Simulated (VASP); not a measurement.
Nb:

```
CELL_PARAMETERS angstrom
-1.63500 1.63500 1.63500
1.63500 -1.63500 1.63500
1.63500 1.63500 -1.63500
ATOMIC_POSITIONS crystal
Nb 0.00000 0.00000 0.00000
```

The cell was built by a generator and needn't be a form met in nature.

| Item | Value |
| --- | --- |
| Program | VASP 6.6.1 |
| Task | relaxation of cell and atoms |
| Functional | PBEsol |
| Dispersion | D3(BJ) |
| Potentials or basis | VASP PAW PBE potentials, release 64 (Nb_sv) |
| Cutoff | 600 eV |
| k mesh | 18 × 18 × 18 |
| Occupations | methfessel-paxton, width 0.1 eV |
| Spin | no spin polarisation |

At the start: pressure -7.1 GPa; volume 17.48 Å³/atom.

Where does the relaxation end?

Over 4 steps the energy falls by 15.4 meV/atom and the volume is 16.81 Å³/atom (-3.9 %); space group Im-3m (No. 229, to 0.05 Å).

The path:
```tsv
step	energy change (eV)	largest force (eV/Å)	pressure (GPa)	volume (Å³)
1	0.0000	0.0000	-7.11	17.48
2	0.0431	0.0000	16.29	15.59
3	-0.0153	0.0000	-0.15	16.82
4	-0.0154	0.0000	0.00	16.81
```

Final structure:
```xyz
1
Lattice="-1.6137 1.6137 1.6137 1.6137 -1.6137 1.6137 1.6137 1.6137 -1.6137" Properties=species:S:1:pos:R:3 pbc="T T T"
Nb    0.0000    0.0000    0.0000
```

Caveat: the PAW data sets were made with another functional, which shifts forces and pressure a little; pairwise dispersion overbinds metals, which lowers pressure and volume.
